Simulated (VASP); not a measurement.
Data:

```xyz
2
Lattice="0.0000 2.1045 2.1045 2.1045 0.0000 2.1045 2.1045 2.1045 0.0000" Properties=species:S:1:pos:R:3 pbc="T T T"
Co     0.0000     0.0000     0.0000
O      2.1045     2.1045     2.1045
```
Starting moments (μB, in the order of the record's atoms Co O): 2.7 0.3.

Computed with r2SCAN meta-GGA, VASP's PBE PAW potentials (set 64) (plane waves; VASP). Settings: 520 eV cut-off, 17×17×17 Γ-centred mesh, tetrahedra with Blöchl corrections, potentials Co O.

The moments were started parallel, and other spin orders were not tried in this run.

Give the spin-up energies of bands 2 to 10 at the high-symmetry points, in eV from the Fermi level.

```
band      Γ      X      U      L      W
----  -----  -----  -----  -----  -----
2     -4.07  -7.27  -6.99  -8.69  -6.69
3     -4.07  -4.72  -6.85  -6.73  -6.64
4     -3.69  -4.72  -6.07  -6.73  -6.64
5     -3.69  -4.53  -3.58  -2.99  -3.30
6     -3.69  -3.73  -2.81  -2.99  -2.83
7     -3.45  -3.15  -2.65  -2.32  -2.83
8     -3.45  -2.69  -2.51  -0.26  -2.69
9     -3.45  -2.69  -1.81  -0.26  -1.87
10     1.58   6.59   8.23   5.65   8.96
```

Give the spin-down energies of bands 2 to 10 at the high-symmetry points, in eV from the Fermi level.

| band | Γ | X | U | L | W |
|---|---|---|---|---|---|
| 2 | -2.72 | -6.81 | -6.41 | -8.04 | -5.97 |
| 3 | -2.72 | -4.08 | -5.98 | -4.83 | -5.97 |
| 4 | -2.72 | -4.08 | -4.51 | -4.83 | -5.27 |
| 5 | -1.19 | -2.35 | -1.04 | -0.12 | -0.40 |
| 6 | -1.19 | 0.11 | -0.05 | -0.12 | -0.40 |
| 7 | -1.19 | 0.11 | 0.15 | 0.21 | 0.11 |
| 8 | 0.97 | 1.51 | 2.17 | 3.74 | 1.93 |
| 9 | 0.97 | 2.05 | 2.60 | 3.75 | 2.63 |
| 10 | 2.38 | 7.70 | 9.30 | 6.12 | 10.21 |

It has no gap at this level: it comes out as a metal or semimetal.

The structure comes from a measured CoO entry (Fm-3m) of the Crystallography Open Database, whose conditions weren't checked. It was relaxed first.
